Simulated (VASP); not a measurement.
All values below come from PBEsol GGA, VASP's PBE PAW potentials (set 64) (plane waves; VASP).

VASP ran on this input.

### INCAR
```
SYSTEM = VSe
PREC = Accurate
ENCUT = 400
EDIFF = 1E-7
NELM = 100
ALGO = Normal
LREAL = .FALSE.
LASPH = .TRUE.
ISMEAR = -5
GGA = PS
LMAXMIX = 4
ISPIN = 2
MAGMOM = -2.1 0.1
LORBIT = 11
LWAVE = .FALSE.
LCHARG = .TRUE.
NEDOS = 601
ISIF = 2
```

**POSCAR**
```
VSe
1
    0.0000000000     2.7961003352     2.7961003352
    2.7961003352     0.0000000000     2.7961003352
    2.7961003352     2.7961003352     0.0000000000
V Se
1 1
Direct
  0.0000000000   0.0000000000   0.0000000000
  0.2500000000   0.2500000000   0.2500000000
```

File KPOINTS:
```
Automatic mesh
0
Gamma
13 13 13
0 0 0
```

POTCAR, in this order: V_sv Se (PBE.64 set). Program: vasp_std.

Output of the run:

### OUTCAR
```
 ion  position               nearest neighbor table
   1  0.000  0.000  0.000-   2 2.42   2 2.42   2 2.42   2 2.42
   2  0.250  0.250  0.250-   1 2.42   1 2.42   1 2.42   1 2.42
  LATTYP: Found a face centered cubic cell.
 ALAT       =     5.5922006704
 Subroutine PRICEL returns:
 Original cell was already a primitive cell.
 Subroutine GETGRP returns: Found 24 space group operations
The static configuration has the point symmetry T_d .
The dynamic configuration has the point symmetry T_d .
The overall configuration has the point symmetry T_d .
 Subroutine INISYM returns: Found 24 space group operations
 Subroutine IBZKPT returns following result:
 Found     84 irreducible k-points:

 Following reciprocal coordinates:
            Coordinates               Weight
  0.000000  0.000000  0.000000      1.000000
  0.076923  0.000000  0.000000      8.000000
  0.153846  0.000000  0.000000      8.000000
  0.230769  0.000000  0.000000      8.000000
  0.307692  0.000000  0.000000      8.000000
  0.384615  0.000000  0.000000      8.000000
  0.461538  0.000000  0.000000      8.000000
  0.076923  0.076923  0.000000      6.000000
  0.153846  0.076923  0.000000     24.000000
  0.230769  0.076923  0.000000     24.000000
  0.307692  0.076923  0.000000     24.000000
  0.384615  0.076923  0.000000     24.000000
  0.461538  0.076923  0.000000     24.000000
 -0.461538  0.076923  0.000000     24.000000
 -0.384615  0.076923  0.000000     24.000000
 -0.307692  0.076923  0.000000     24.000000
 -0.230769  0.076923  0.000000     24.000000
 -0.153846  0.076923  0.000000     24.000000
 -0.076923  0.076923  0.000000     12.000000
  0.153846  0.153846  0.000000      6.000000
  0.230769  0.153846  0.000000     24.000000
  0.307692  0.153846  0.000000     24.000000
  0.384615  0.153846  0.000000     24.000000
...
```

### OSZICAR
```
       N       E                     dE             d eps       ncg     rms          rms(c)
DAV:   1     0.124974819079E+03    0.12497E+03   -0.83563E+03  4832   0.107E+03
DAV:   2    -0.912486404385E+01   -0.13410E+03   -0.13159E+03  4950   0.324E+02
DAV:   3    -0.148430391972E+02   -0.57182E+01   -0.56576E+01  6036   0.677E+01
DAV:   4    -0.149013847913E+02   -0.58346E-01   -0.58316E-01  4968   0.725E+00
DAV:   5    -0.149019272502E+02   -0.54246E-03   -0.54178E-03  6024   0.707E-01    0.142E+01
DAV:   6    -0.141272616346E+02    0.77467E+00   -0.13726E+01  5572   0.348E+01    0.709E+00
DAV:   7    -0.139103523714E+02    0.21691E+00   -0.20432E+00  4952   0.168E+01    0.363E+00
DAV:   8    -0.139042897177E+02    0.60627E-02   -0.10026E-01  4842   0.261E+00    0.112E+00
DAV:   9    -0.139105766154E+02   -0.62869E-02   -0.55056E-03  5274   0.640E-01    0.386E-01
DAV:  10    -0.139114683433E+02   -0.89173E-03   -0.11081E-03  5034   0.245E-01    0.141E-01
DAV:  11    -0.139114941326E+02   -0.25789E-04   -0.27012E-04  5484   0.165E-01    0.601E-02
DAV:  12    -0.139115187438E+02   -0.24611E-04   -0.33216E-05  5034   0.520E-02    0.273E-02
DAV:  13    -0.139115166955E+02    0.20483E-05   -0.28181E-06  5076   0.146E-02    0.104E-02
DAV:  14    -0.139115143538E+02    0.23418E-05   -0.14628E-06  5052   0.909E-03    0.266E-03
DAV:  15    -0.139115159460E+02   -0.15922E-05   -0.18741E-07  4072   0.333E-03    0.902E-04
DAV:  16    -0.139115162207E+02   -0.27476E-06   -0.17504E-08  2370   0.100E-03    0.520E-04
DAV:  17    -0.139115161738E+02    0.46899E-07   -0.64260E-09  2364   0.534E-04
   1 F= -.13911516E+02 E0= -.13911516E+02  d E =0.000000E+00  mag=    -2.4015
```

File OUTCAR:
```
------------------------ aborting loop because EDIFF is reached ----------------------------------------
  FORCE on cell =-STRESS in cart. coord.  units (eV):
  Direction    XX          YY          ZZ          XY          YZ          ZX
  --------------------------------------------------------------------------------------
  Total        0.0161370      0.0161370      0.0161370      0.0000000     -0.0000000      0.0000000
  in kB        0.5913496      0.5913496      0.5913496      0.0000000     -0.0000000      0.0000000
  external PRESSURE =       0.5913496 kB  Pullay stress =       0.0000000 kB
  volume of cell :       43.72
      direct lattice vectors                 reciprocal lattice vectors
     0.000000000  2.796100335  2.796100335    -0.178820479  0.178820479  0.178820479
     2.796100335  0.000000000  2.796100335     0.178820479 -0.178820479  0.178820479
     2.796100335  2.796100335  0.000000000     0.178820479  0.178820479 -0.178820479
 POSITION                                       TOTAL-FORCE (eV/Angst)
 -----------------------------------------------------------------------------------
      0.00000      0.00000      0.00000         0.000000      0.000000      0.000000
      1.39805      1.39805      1.39805        -0.000000     -0.000000     -0.000000
 -----------------------------------------------------------------------------------
    total drift:                               -0.000000     -0.000000     -0.000000
  FREE ENERGIE OF THE ION-ELECTRON SYSTEM (eV)
  ---------------------------------------------------
  free  energy   TOTEN  =       -13.9115161738 eV

  energy  without entropy=      -13.9115161738  energy(sigma->0) =      -13.91151617

 total charge

# of ion       s       p       d       tot
------------------------------------------
    1        2.230   6.143   3.142  11.515
    2        1.433   2.475   0.071   3.979
--------------------------------------------------
tot          3.664   8.618   3.213  15.495

 magnetization (x)

# of ion       s       p       d       tot
------------------------------------------
    1       -0.039  -0.017  -2.084  -2.139
    2        0.012   0.099  -0.043   0.068
--------------------------------------------------
tot         -0.027   0.082  -2.126  -2.071
```
(Selected blocks of OUTCAR.)

For a metal the tetrahedron method with Blöchl corrections gives inexact stress and forces.

The structure was generated: VSe was put into the zinc blende type (F-43m), which need not be its known phase. It was relaxed first, which changed the volume by -30 %.
